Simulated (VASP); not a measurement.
# Ge7I (Fm-3m) in VASP: a series of runs, part 2 of 2

VASP 6.6.1. Earlier steps stand in the parts before.

## Step 3: Single point, PBE (random cell by space group and Wyckoff sites (Fm-3m, No. 225))

Input file INCAR:

```
SYSTEM = Ge7I
  PREC = Accurate
  ENCUT = 520
  EDIFF = 1E-6
  ISMEAR = 0
  SIGMA = 0.1
  LREAL = .FALSE.
  LASPH = .TRUE.
  NELM = 100
  ALGO = Fast
  ISIF = 2
  LWAVE = .FALSE.
  LCHARG = .FALSE.
  GGA = PE
  NBANDS = 62
```

Input file KPOINTS:

```
Automatic mesh
0
G
  4 4 4
  0 0 0
```

Input file POSCAR:

```
Ge7I
1.0
    0.0000000000      4.4763541900      4.4763541900
    4.4763541900      0.0000000000      4.4763541900
    4.4763541900      4.4763541900      0.0000000000
Ge I
7 1
Direct
    0.5000000000      0.0000000000      0.0000000000
    0.0000000000      0.5000000000      0.5000000000
    0.0000000000      0.5000000000      0.0000000000
    0.5000000000      0.0000000000      0.5000000000
    0.0000000000      0.0000000000      0.5000000000
    0.5000000000      0.5000000000      0.0000000000
    0.5000000000      0.5000000000      0.5000000000
    0.0000000000      0.0000000000      0.0000000000
```

Potentials or basis: VASP PAW PBE potentials, release 64 (Ge_d, I).

Started as:

```sh
> cat potpaw_PBE.64/Ge_d/POTCAR potpaw_PBE.64/I/POTCAR > POTCAR
> mpirun -np 1 vasp_std > vasp.out
```

OUTCAR:

```text
SYSTEM = Ge7I
   PREC = Accurate
   ENCUT = 520
   EDIFF = 1E-6
   ISMEAR = 0
   LREAL = .FALSE.
   LASPH = .TRUE.
   NELM = 100
   ISIF = 2
   GGA = PE

 ion  position               nearest neighbor table
   1  0.500  0.000  0.000-   8 3.17   8 3.17
   2  0.000  0.500  0.500-   8 3.17   8 3.17
   3  0.000  0.500  0.000-   8 3.17   8 3.17
   4  0.500  0.000  0.500-   8 3.17   8 3.17
   5  0.000  0.000  0.500-   8 3.17   8 3.17
   6  0.500  0.500  0.000-   8 3.17   8 3.17
   7  0.500  0.500  0.500-
   8  0.000  0.000  0.000-   1 3.17   3 3.17   5 3.17   2 3.17   4 3.17   5 3.17   2 3.17   3 3.17
                             6 3.17   1 3.17   4 3.17   6 3.17

  LATTYP: Found a face centered cubic cell.
 ALAT       =     8.9527083800

  Lattice vectors:

 A1 = (   0.0000000000,   4.4763541900,   4.4763541900)
 A2 = (   4.4763541900,   0.0000000000,   4.4763541900)
 A3 = (   4.4763541900,   4.4763541900,   0.0000000000)

Analysis of symmetry for initial positions (statically):
=====================================================================
 Subroutine PRICEL returns:
 Original cell was already a primitive cell.

 Routine SETGRP: Setting up the symmetry group for a
 face centered cubic supercell.

 Subroutine GETGRP returns: Found 48 space group operations
 (whereof 48 operations were pure point group operations)
 out of a pool of 48 trial point group operations.

The static configuration has the point symmetry O_h .

Analysis of symmetry for dynamics (positions and initial velocities):
=====================================================================
 Subroutine PRICEL returns:
 Original cell was already a primitive cell.

 Routine SETGRP: Setting up the symmetry group for a
 face centered cubic supercell.

 Subroutine GETGRP returns: Found 48 space group operations
 (whereof 48 operations were pure point group operations)
 out of a pool of 48 trial point group operations.

The dynamic configuration has the point symmetry O_h .

 Subroutine INISYM returns: Found 48 space group operations
 (whereof 48 operations are pure point group operations),
 and found     1 'primitive' translations

----------------------------------------------------------------------------------------

                                     Primitive cell

  volume of cell :     179.3921

  direct lattice vectors                    reciprocal lattice vectors
     0.000000000  4.476354190  4.476354190    -0.111698042  0.111698042  0.111698042
     4.476354190  0.000000000  4.476354190     0.111698042 -0.111698042  0.111698042
     4.476354190  4.476354190  0.000000000     0.111698042  0.111698042 -0.111698042

  length of vectors
     6.330520805  6.330520805  6.330520805     0.193466684  0.193466684  0.193466684

  position of ions in fractional coordinates (direct lattice)
     0.500000000  0.000000000  0.000000000
     0.000000000  0.500000000  0.500000000
     0.000000000  0.500000000  0.000000000
     0.500000000  0.000000000  0.500000000
     0.000000000  0.000000000  0.500000000
     0.500000000  0.500000000  0.000000000
[... 43 lines left out ...]
  0.250000  0.000000  0.000000      8.000000
  0.500000  0.000000  0.000000      4.000000
  0.250000  0.250000  0.000000      6.000000
  0.500000  0.250000  0.000000     24.000000
 -0.250000  0.250000  0.000000     12.000000
  0.500000  0.500000  0.000000      3.000000
 -0.250000  0.500000  0.250000      6.000000
   k-points           NKPTS =      8   k-points in BZ     NKDIM =      8   number of bands    NBANDS=     62
   number of dos      NEDOS =    301   number of ions     NIONS =      8
   total plane-waves  NPLWV = 110592
   dimension x,y,z NGX =    48 NGY =   48 NGZ =   48
   dimension x,y,z NGXF=    96 NGYF=   96 NGZF=   96
   ions per type =               7   1
   NGX,Y,Z   is equivalent  to a cutoff of  12.61, 12.61, 12.61 a.u.
   NGXF,Y,Z  is equivalent  to a cutoff of  25.21, 25.21, 25.21 a.u.
 SYSTEM =  Ge7I
   PREC   = accura    normal or accurate (medium, high low for compatibility)
   ISTART =      0    job   : 0-new  1-cont  2-samecut
   ICHARG =      2    charge: 1-file 2-atom 10-const
   ISPIN  =      1    spin polarized calculation?
   LNONCOLLINEAR =      F non collinear calculations
   LSORBIT =      F    spin-orbit coupling
   LASPH  =      T    aspherical Exc in radial PAW
   ENCUT  =  520.0 eV  38.22 Ry    6.18 a.u.  11.77 11.77 11.77*2*pi/ulx,y,z
   NELM   =    100;   NELMIN=  2; NELMDL= -5     # of ELM steps
   EDIFF  = 0.1E-05   stopping-criterion for ELM
   LREAL  =      F    real-space projection
   EDIFFG = 0.1E-04   stopping-criterion for IOM
   NSW    =      0    number of steps for IOM
   IBRION =     -1    ionic relax: 0-MD 1-quasi-New 2-CG
   NFREE  =      0    steps in history (QN), initial steepest desc. (CG)
   ISIF   =      2    stress and relaxation
   ISYM   =      2    0-nonsym 1-usesym 2-fastsym
   POTIM  = 0.5000    time-step for ionic-motion
   TEBEG  =    0.0;   TEEND  =   0.0 temperature during run
   PSTRESS=    0.0 pullay stress
   NELECT =     105.0000    total number of electrons
   NUPDOWN=      -1.0000    fix difference up-down
   EMIN   =  10.00;   EMAX   =-10.00  energy-range for DOS
   EFERMI =   0.00;   METHOD = LEGACY
   ISMEAR =     0;   SIGMA  =   0.10  broadening in eV -4-tet -1-fermi 0-gaus
   EFERMI_NEDOS =   21; number of points for ismear=-14 and -15
   IALGO  =     68    algorithm
   IMIX   =      4    mixing-type and parameters
     AMIX     =   0.40;   BMIX     =  1.00
     AMIX_MAG =   1.60;   BMIX_MAG =  1.00
  volume/ion in A,a.u.               =      22.42       151.32
  Fermi-wavevector in a.u.,A,eV,Ry     =   1.369420  2.587829 25.515175  1.875312
  Thomas-Fermi vector in A             =   2.495297
   LORBIT       =      0    0 simple, 1 ext, 2 COOP (PROOUT), +10 PAW based schemes
   GGA     = PE    functional components
   LHFCALC =     F    Hartree Fock is set to
   AEXX    =    0.0000 exact exchange contribution
   IVDW    =     0    specifies the selected vdW correction
   LEPSILON=     F    determine dielectric tensor
   LRPA    =     F    only Hartree local field effects (RPA)
 non-spin polarized calculation
 RMM-DIIS sequential band-by-band and
 Gauss-broadening in eV      SIGMA  =   0.10
  energy-cutoff  :      520.00
  volume of cell :      179.39
 maximum number of plane-waves:      4909
   NGX = 23   NGY = 23   NGZ = 23

 number of electron     105.0000097 magnetization

 Free energy of the ion-electron system (eV)
  ---------------------------------------------------
  ext. energy  EPLUGINS =         0.00000000
  ---------------------------------------------------
  free energy    TOTEN  =       -29.04511124 eV

  energy without entropy =      -29.02317874  energy(sigma->0) =      -29.03414499

 E-fermi :   6.0474     XC(G=0): -10.5586

 val. band max:        5.9970310106   @ k =  -0.2500   0.5000   0.2500
 cond. band min:       6.0599224617   @ k =   0.5000   0.5000   0.0000
 fundamental gap:      0.0628914511
 Fermi energy:         6.0473894456

 k-point     1 :       0.0000    0.0000    0.0000
  band No.  band energies     occupation
      1     -18.8568      2.00000
      2     -18.8460      2.00000
      3     -18.8460      2.00000
      4     -18.8460      2.00000
      5     -18.8304      2.00000
      6     -18.8304      2.00000
[... 509 lines left out ...]
     61       8.2005      0.00000
     62       8.4006      0.00000

------------------------ aborting loop because EDIFF is reached ----------------------------------------

  FORCE on cell =-STRESS in cart. coord.  units (eV):
  Direction    XX          YY          ZZ          XY          YZ          ZX
  --------------------------------------------------------------------------------------
  -------------------------------------------------------------------------------------
  Total       -1.5192447     -1.5192447     -1.5192447      0.0000000      0.0000000      0.0000000
  in kB      -13.5685980    -13.5685980    -13.5685980      0.0000000      0.0000000      0.0000000
  external PRESSURE =     -13.5685980 kB  Pullay stress =       0.0000000 kB

 VOLUME and BASIS-vectors are now :
 -----------------------------------------------------------------------------
  energy-cutoff  :      520.00
  volume of cell :      179.39
      direct lattice vectors                 reciprocal lattice vectors
     0.000000000  4.476354190  4.476354190    -0.111698042  0.111698042  0.111698042
     4.476354190  0.000000000  4.476354190     0.111698042 -0.111698042  0.111698042
     4.476354190  4.476354190  0.000000000     0.111698042  0.111698042 -0.111698042

 POSITION                                       TOTAL-FORCE (eV/Angst)
 -----------------------------------------------------------------------------------
      0.00000      2.23818      2.23818        -0.000000     -0.000000      0.000000
      4.47635      2.23818      2.23818        -0.000000      0.000000      0.000000
      2.23818      0.00000      2.23818        -0.000000      0.000000      0.000000
      2.23818      4.47635      2.23818        -0.000000      0.000000      0.000000
      2.23818      2.23818      0.00000        -0.000000     -0.000000     -0.000000
      2.23818      2.23818      4.47635         0.000000     -0.000000      0.000000
      4.47635      4.47635      4.47635         0.000000     -0.000000     -0.000000
      0.00000      0.00000      0.00000        -0.000000      0.000000      0.000000
 -----------------------------------------------------------------------------------
    total drift:                                0.000000      0.000000      0.000000

  FREE ENERGIE OF THE ION-ELECTRON SYSTEM (eV)
  ---------------------------------------------------
  free  energy   TOTEN  =       -29.0451112354 eV

  energy  without entropy=      -29.0231787363  energy(sigma->0) =      -29.03414499
```

Run time: 2 min. Hardware: 1 thread of Intel Xeon Platinum 8375C at 2.90GHz (Ice Lake), shared host; peak memory 0.35 GiB.

What came out:

| Property | Result |
| --- | --- |
| Free energy | -29.0451 eV |
| Pressure | -1.4 GPa |
| Band gap on the k mesh | none (metal or under the smearing width) |

Levels at points of the mesh, in eV from the Fermi level:
```csv
k point,band 48,band 49,band 50,band 51,band 52,band 53,band 54,band 55,band 56,band 57
"(0.00, 0.00, 0.00)",-3.95,-3.95,-3.95,0.74,0.74,0.74,1.99,1.99,1.99,4.43
"(0.50, 0.00, 0.00)",-2.70,-2.70,-1.94,0.28,0.55,0.55,0.70,0.70,0.81,0.95
"(0.50, 0.50, 0.00)",-1.94,-1.62,-1.23,-1.23,-0.98,-0.46,-0.15,-0.15,0.01,0.04
```

Caveat: an odd number of electrons without spin polarisation forces a metal; a magnetic or distorted state may lie lower.
